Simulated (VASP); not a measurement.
Given:

```yaml
crystal:
  lattice:
    - [0.00000, 2.90689, 2.90689]
    - [2.90689, 0.00000, 2.90689]
    - [2.90689, 2.90689, 0.00000]
  atoms:
    - { symbol: Y, position: [0.00000, 0.00000, 0.00000] }
    - { symbol: Si, position: [0.50000, 0.50000, 0.50000] }
```

All values below come from PBE GGA, VASP's PBE PAW potentials (set 64) (plane waves; VASP). Settings: 400 eV cut-off, 10×10×10 Γ-centred mesh, first-order Methfessel-Paxton smearing of 0.10 eV, potentials Y_sv Si.

Problem. What does the run give for the energy per atom (σ→0), band gap (on the k-mesh) with the smallest direct gap where there is one?

Solution. 
```json
{
 "band gap (on the k-mesh)": "none (metal, semimetal or under 0.01 eV)",
 "energy per atom (σ→0)": "-6.405 eV/atom"
}
```

Total energies compare only between runs with the same potentials, cut-off and functional.

The structure was generated: YSi was put into the rock salt type (Fm-3m), which need not be its known phase. It was relaxed first, which changed the volume by -28 %. The start is the result of an earlier pass. The electron count is odd and the run is not spin-polarised, which forces a metal.
